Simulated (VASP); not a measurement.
Data:

```cif
data_AlCo
_chemical_formula_sum 'Al1 Co1'
_space_group_name_H-M_alt 'P 1'
_space_group_IT_number 1
_cell_length_a 2.82212
_cell_length_b 2.82212
_cell_length_c 2.82212
_cell_angle_alpha 90.000
_cell_angle_beta 90.000
_cell_angle_gamma 90.000
loop_
_space_group_symop_operation_xyz
  'x, y, z'
loop_
_atom_site_label
_atom_site_type_symbol
_atom_site_fract_x
_atom_site_fract_y
_atom_site_fract_z
_atom_site_occupancy
Al1 Al 0.50000 0.50000 0.50000 1
Co1 Co 0.00000 0.00000 0.00000 1
```

Computed with AM05 GGA, VASP's PBE PAW potentials (set 64) (plane waves; VASP 6.6.1). Numerical set-up: 520 eV cut-off, 13×13×13 Γ-centred mesh, first-order Methfessel-Paxton smearing of 0.10 eV, potentials Al Co.

Q: Give the energy at these volumes per atom, relative to the lowest: 10.57, 10.90, 11.24, 11.58, 11.91 Å³.

A: 27.1, 6.4, 0.0, 5.8, 22.1 meV/atom. A third-order Birch-Murnaghan fit gives B0 = 193 GPa and B0′ = 4.3.

Measured: bulk modulus 162 GPa (computed value off by +19.2 %), a 2.861 Å (computed value off by -1.4 %), as given by Yamada et al., (2019), arXiv:1910.09660. The calculation is for a static lattice, while the measured bulk modulus, a hold thermal and zero-point effects, which are part of the difference.

The compound is CoAl in the CsCl type structure. It was relaxed first. The run is not spin-polarised, so no magnetic state was tried.
